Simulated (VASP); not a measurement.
Input:

```
CELL_PARAMETERS angstrom
      1.90500    -3.29956     0.00000
      1.90500     3.29956     0.00000
      0.00000     0.00000     6.14000
ATOMIC_POSITIONS crystal
  Sn 0.00000 0.00000 0.00000
  Se 0.33333 0.66667 0.25000
  Se 0.66667 0.33333 0.75000
```

Level of theory: PBE GGA, VASP's PBE PAW potentials (set 64) (plane waves; VASP 6.6.1). Run with 300 eV cut-off, 7×7×4 Γ-centred mesh, Fermi-Dirac smearing of 0.050 eV, potentials Sn_d Se.

At this cut-off the stress carries a Pulay error, which pulls relaxed volumes low.

Question: Give the force on each atom (eV/Å).

Answer: 
| atom | Fx | Fy | Fz |
|---|---|---|---|
| Sn1 | 0.000 | 0.000 | 0.000 |
| Se2 | 0.000 | 0.000 | 0.731 |
| Se3 | 0.000 | 0.000 | -0.731 |

Question: Give the stress tensor in GPa (positive for a compressed cell).

Answer: 
```
4.81  0.00  0.00
0.00  4.81  0.00
0.00  0.00  6.06
```
The pressure is its mean diagonal, 5.22 GPa.

The structure is a typed SnSe2 crystal (P-3m1). The cell was not relaxed at this level.
